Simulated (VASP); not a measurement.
Computed with PBE GGA with D4 dispersion, VASP's PBE PAW potentials (set 64) (plane waves; VASP).

VASP ran on this input.

**POSCAR**
```
MgO
1
    0.0000000000     2.1096425845     2.1096425845
    2.1096425845     0.0000000000     2.1096425845
    2.1096425845     2.1096425845    -0.0000000000
Mg O
1 1
Direct
  0.0000000000   0.0000000000   0.0000000000
  0.5000000000   0.5000000000   0.5000000000
```

**INCAR**
```
SYSTEM  =  MgO
PREC  =  Accurate; ENCUT  =  520; LREAL  =  .False.
LASPH  =  .True.
EDIFF  =  1E-7; NELM  =  100; ALGO  =  Normal
ISMEAR  =  -5
GGA  =  PE; IVDW  =  13
ISIF  =  2
LWAVE  =  .False.; LCHARG  =  .True.; LORBIT  =  11
NEDOS  =  601
```

### KPOINTS
```
kpoints
0
gamma
12 12 12
0 0 0
```

POTCAR, in this order: Mg O (PBE.64 set). Program: vasp_std.

Task: Predict the energy per atom (σ→0), dispersion energy, band gap (on the k-mesh).

Result: 
```
Item                               Value
------------------------  --------------
energy per atom (σ→0)     -6.119 eV/atom
dispersion energy           -31.8 kJ/mol
band gap (on the k-mesh)         4.68 eV
```

**OSZICAR**
```
...
DAV:   7    -0.119131513433E+02    0.14458E-01   -0.45425E-02  1264   0.260E+00    0.132E+00
DAV:   8    -0.119077752298E+02    0.53761E-02   -0.24560E-02  1160   0.238E+00    0.156E-01
DAV:   9    -0.119076847231E+02    0.90507E-04   -0.40309E-04  1712   0.179E-01    0.735E-02
DAV:  10    -0.119077923770E+02   -0.10765E-03   -0.13228E-04  1192   0.123E-01    0.531E-03
DAV:  11    -0.119077925460E+02   -0.16897E-06   -0.75567E-07  1720   0.841E-03    0.289E-03
DAV:  12    -0.119077924381E+02    0.10787E-06   -0.40576E-07  1208   0.564E-03    0.266E-04
DAV:  13    -0.119077924249E+02    0.13257E-07   -0.32749E-09   704   0.728E-04
   1 F= -.12237363E+02 E0= -.12237363E+02  d E =0.000000E+00
```

The compound is MgO in the rock salt structure. It was relaxed first.
